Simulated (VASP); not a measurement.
# NiCl (I4/mmm) in VASP: single point with PBEsol

Aim: the single point of NiCl with PBEsol.

Program: VASP 6.6.1. These are calculated values, not measurements. Logs are shortened: lines on timing, memory, paths and dates and some standing lists are left out, and cuts for length are marked.

## Step 1: Starting point

It takes space group I4/mmm (No. 139, tetragonal). The conventional cell has a = 4.032 Å, b = 4.032 Å, c = 9.823 Å, α = 90.00°, β = 90.00°, γ = 90.00°. Ni (site symmetry 4mm) is surrounded by 1 Cl at 2.27 Å and 1 Ni at 2.28 Å. Around Cl (site symmetry 4mm) lie 1 Ni at 2.27 Å.

The cell was built by a generator and needn't be a form met in nature.

## Step 2: Single point, PBEsol

File INCAR:

```
  ALGO = Fast
  EDIFF = 1E-6
  ENCUT = 520
  GGA = PS
  ISIF = 2
  ISMEAR = -1
  LASPH = T
  LCHARG = F
  LREAL = F
  LWAVE = F
  NBANDS = 25
  NELM = 100
  PREC = Accurate
  SIGMA = 0.1
```

File KPOINTS:

```
k-points
0
Gamma
  9 9 9
```

File POSCAR:

```
NiCl
1.0
    0.0000000000      4.0320399300      0.0000000000
    4.0320399300      0.0000000000      0.0000000000
    2.0160199700      2.0160199700     -4.9117421900
Ni Cl
2 2
Direct
    0.1160000000      0.1160000000      0.7680000000
    0.8840000000      0.8840000000      0.2320000000
    0.3470000000      0.3470000000      0.3060000000
    0.6530000000      0.6530000000      0.6940000000
```

Potentials or basis: VASP PAW PBE potentials, release 64 (Ni, Cl).

Launch:

```sh
> cat potpaw_PBE.64/Ni/POTCAR potpaw_PBE.64/Cl/POTCAR > POTCAR
> mpirun -np 1 vasp_std > vasp.out
```

OUTCAR:

```text
EDIFF = 1E-6
   ENCUT = 520
   GGA = PS
   ISIF = 2
   ISMEAR = -1
   LASPH = T
   LREAL = F
   NELM = 100
   PREC = Accurate

 ion  position               nearest neighbor table
   1  0.116  0.116  0.768-   3 2.27   2 2.28   4 2.87   4 2.87   4 2.87   4 2.87
   2  0.884  0.884  0.232-   4 2.27   1 2.28   3 2.87   3 2.87   3 2.87   3 2.87
   3  0.347  0.347  0.306-   1 2.27   2 2.87   2 2.87   2 2.87   2 2.87
   4  0.653  0.653  0.694-   2 2.27   1 2.87   1 2.87   1 2.87   1 2.87

  LATTYP: Found a body centered tetragonal cell.
 ALAT       =     4.0320399300
 C/A-ratio  =     2.4363559267

  Lattice vectors:

 A1 = (  -2.0160199700,   2.0160199600,   4.9117421900)
 A2 = (   2.0160199600,  -2.0160199700,   4.9117421900)
 A3 = (   2.0160199700,   2.0160199700,  -4.9117421900)

Analysis of symmetry for initial positions (statically):
=====================================================================
 Subroutine PRICEL returns:
 Original cell was already a primitive cell.

 Routine SETGRP: Setting up the symmetry group for a
 body centered tetragonal supercell.

 Subroutine GETGRP returns: Found 16 space group operations
 (whereof 16 operations were pure point group operations)
 out of a pool of 16 trial point group operations.

The static configuration has the point symmetry D_4h.

Analysis of symmetry for dynamics (positions and initial velocities):
=====================================================================
 Subroutine PRICEL returns:
 Original cell was already a primitive cell.

 Routine SETGRP: Setting up the symmetry group for a
 body centered tetragonal supercell.

 Subroutine GETGRP returns: Found 16 space group operations
 (whereof 16 operations were pure point group operations)
 out of a pool of 16 trial point group operations.

The dynamic configuration has the point symmetry D_4h.

 Subroutine INISYM returns: Found 16 space group operations
 (whereof 16 operations are pure point group operations),
 and found     1 'primitive' translations

----------------------------------------------------------------------------------------

                                     Primitive cell

  volume of cell :      79.8519

  direct lattice vectors                    reciprocal lattice vectors
     0.000000000  4.032039930  0.000000000     0.000000000  0.248013417  0.101796874
     4.032039930  0.000000000  0.000000000     0.248013417  0.000000000  0.101796874
[... 89 lines left out ...]
   EDIFF  = 0.1E-05   stopping-criterion for ELM
   LREAL  =      F    real-space projection
   EDIFFG = 0.1E-04   stopping-criterion for IOM
   NSW    =      0    number of steps for IOM
   IBRION =     -1    ionic relax: 0-MD 1-quasi-New 2-CG
   NFREE  =      0    steps in history (QN), initial steepest desc. (CG)
   ISIF   =      2    stress and relaxation
   ISYM   =      2    0-nonsym 1-usesym 2-fastsym
   POTIM  = 0.5000    time-step for ionic-motion
   TEBEG  =    0.0;   TEEND  =   0.0 temperature during run
   PSTRESS=    0.0 pullay stress
   NELECT =      34.0000    total number of electrons
   NUPDOWN=      -1.0000    fix difference up-down
   EMIN   =  10.00;   EMAX   =-10.00  energy-range for DOS
   EFERMI =   0.00;   METHOD = LEGACY
   ISMEAR =    -1;   SIGMA  =   0.10  broadening in eV -4-tet -1-fermi 0-gaus
   EFERMI_NEDOS =   21; number of points for ismear=-14 and -15
   IALGO  =     68    algorithm
   IMIX   =      4    mixing-type and parameters
     AMIX     =   0.40;   BMIX     =  1.00
     AMIX_MAG =   1.60;   BMIX_MAG =  1.00
  volume/ion in A,a.u.               =      19.96       134.72
  Fermi-wavevector in a.u.,A,eV,Ry     =   1.231609  2.327403 20.638132  1.516860
  Thomas-Fermi vector in A             =   2.366411
   LORBIT       =      0    0 simple, 1 ext, 2 COOP (PROOUT), +10 PAW based schemes
   GGA     = PS    functional components
   LHFCALC =     F    Hartree Fock is set to
   AEXX    =    0.0000 exact exchange contribution
   IVDW    =     0    specifies the selected vdW correction
   LEPSILON=     F    determine dielectric tensor
   LRPA    =     F    only Hartree local field effects (RPA)
 non-spin polarized calculation
 RMM-DIIS sequential band-by-band and
  energy-cutoff  :      520.00
  volume of cell :       79.85
 maximum number of plane-waves:      2171
 NGX is ok and might be reduce to    30
   NGX = 15   NGY = 15   NGZ = 21

 number of electron      33.9999975 magnetization

 Free energy of the ion-electron system (eV)
  ---------------------------------------------------
  ext. energy  EPLUGINS =         0.00000000
  ---------------------------------------------------
  free energy    TOTEN  =       -14.36048290 eV

  energy without entropy =      -14.08588762  energy(sigma->0) =      -14.22318526

 E-fermi :   3.5833     XC(G=0):  -9.8875

 val. band max:        3.5830969708   @ k =  -0.1111   0.1111   0.0000
 cond. band min:       3.5833364838   @ k =  -0.1111  -0.2222   0.1111
 fundamental gap:      0.0002395129
 Fermi energy:         3.5833264044

 k-point     1 :       0.0000    0.0000    0.0000
  band No.  band energies     occupation
      1     -12.5605      2.00000
      2     -11.4419      2.00000
      3      -1.9866      2.00000
      4      -0.4174      2.00000
      5      -0.4174      2.00000
      6       0.1596      2.00000
[... 661 lines left out ...]
     24      11.8370      0.00000
     25      12.2724      0.00000

 [... further k-points ...]

------------------------ aborting loop because EDIFF is reached ----------------------------------------

  FORCE on cell =-STRESS in cart. coord.  units (eV):
  Direction    XX          YY          ZZ          XY          YZ          ZX
  --------------------------------------------------------------------------------------
  -------------------------------------------------------------------------------------
  Total       -6.0914501     -6.0914501     -0.9903050      0.0000000      0.0000000      0.0000000
  in kB     -122.2210634   -122.2210634    -19.8698385      0.0000000      0.0000000      0.0000000
  external PRESSURE =     -88.1039884 kB  Pullay stress =       0.0000000 kB

 VOLUME and BASIS-vectors are now :
 -----------------------------------------------------------------------------
  energy-cutoff  :      520.00
  volume of cell :       79.85
      direct lattice vectors                 reciprocal lattice vectors
     0.000000000  4.032039930  0.000000000     0.000000000  0.248013417  0.101796874
     4.032039930  0.000000000  0.000000000     0.248013417  0.000000000  0.101796874
     2.016019970  2.016019970 -4.911742190     0.000000000  0.000000000 -0.203593748

 POSITION                                       TOTAL-FORCE (eV/Angst)
 -----------------------------------------------------------------------------------
      2.01602      2.01602     -3.77222        -0.000000     -0.000000      0.704846
      4.03204      4.03204     -1.13952         0.000000      0.000000     -0.704846
      2.01602      2.01602     -1.50299         0.000000      0.000000     -0.134011
      4.03204      4.03204     -3.40875        -0.000000     -0.000000      0.134011
 -----------------------------------------------------------------------------------
    total drift:                                0.000000      0.000000     -0.000000

  FREE ENERGIE OF THE ION-ELECTRON SYSTEM (eV)
  ---------------------------------------------------
  free  energy   TOTEN  =       -14.3604829011 eV

  energy  without entropy=      -14.0858876227  energy(sigma->0) =      -14.22318526
```

OSZICAR:

```text
N       E                     dE             d eps       ncg     rms          rms(c)
DAV:   1     0.248369426501E+03    0.24837E+03   -0.15158E+04  3750   0.145E+03
DAV:   2     0.135162306550E+02   -0.23485E+03   -0.22030E+03  3857   0.311E+02
DAV:   3    -0.147974185707E+02   -0.28314E+02   -0.27078E+02  4713   0.115E+02
DAV:   4    -0.157235454342E+02   -0.92613E+00   -0.92239E+00  4450   0.218E+01
DAV:   5    -0.157488362545E+02   -0.25291E-01   -0.25280E-01  5108   0.377E+00    0.147E+01
RMM:   6    -0.179672346099E+02   -0.22184E+01   -0.23019E+01  4119   0.481E+01    0.203E+01
RMM:   7    -0.143969227890E+02    0.35703E+01   -0.80764E+00  3781   0.281E+01    0.372E+00
RMM:   8    -0.143608112304E+02    0.36112E-01   -0.18191E-01  3972   0.352E+00    0.173E+00
RMM:   9    -0.143610456342E+02   -0.23440E-03   -0.44352E-02  4182   0.119E+00    0.546E-01
RMM:  10    -0.143605038915E+02    0.54174E-03   -0.75609E-03  4977   0.662E-01    0.205E-01
RMM:  11    -0.143604518679E+02    0.52024E-04   -0.20548E-03  4905   0.272E-01    0.937E-02
RMM:  12    -0.143604786745E+02   -0.26807E-04   -0.38097E-04  5220   0.120E-01    0.488E-02
RMM:  13    -0.143604817190E+02   -0.30445E-05   -0.42550E-05  4939   0.431E-02    0.142E-02
RMM:  14    -0.143604828674E+02   -0.11484E-05   -0.71939E-06  4124   0.175E-02    0.236E-03
RMM:  15    -0.143604829011E+02   -0.33710E-07   -0.99191E-07  2783   0.829E-03
   1 F= -.14360483E+02 E0= -.14223185E+02  d E =-.274595E+00
```

It took 2.9 min on 1 thread of Intel Xeon Platinum 8259CL at 2.50GHz (Skylake/Cascade Lake), shared host; peak memory 0.27 GiB.

What came out:

```yaml
Free_energy: -14.3605 eV
Pressure: -8.8 GPa
Largest_force: 0.705 eV/Å
Band_gap_on_the_k_mesh: none (metal or under the smearing width)
```

Forces on the atoms (eV/Å):
```
Ni   0.000  0.000  0.705
Ni   0.000  0.000 -0.705
Cl   0.000  0.000 -0.134
Cl   0.000  0.000  0.134
```

Caveat: the PAW data sets were made with another functional, which shifts forces and pressure a little; the run has no spin polarisation, though such a crystal can be magnetic; semilocal functionals often make such compounds metallic where correlation or magnetic order opens a gap, which also shifts bond lengths. Spin polarisation is off, so any magnetic state and its effect on volume and gap are missing.
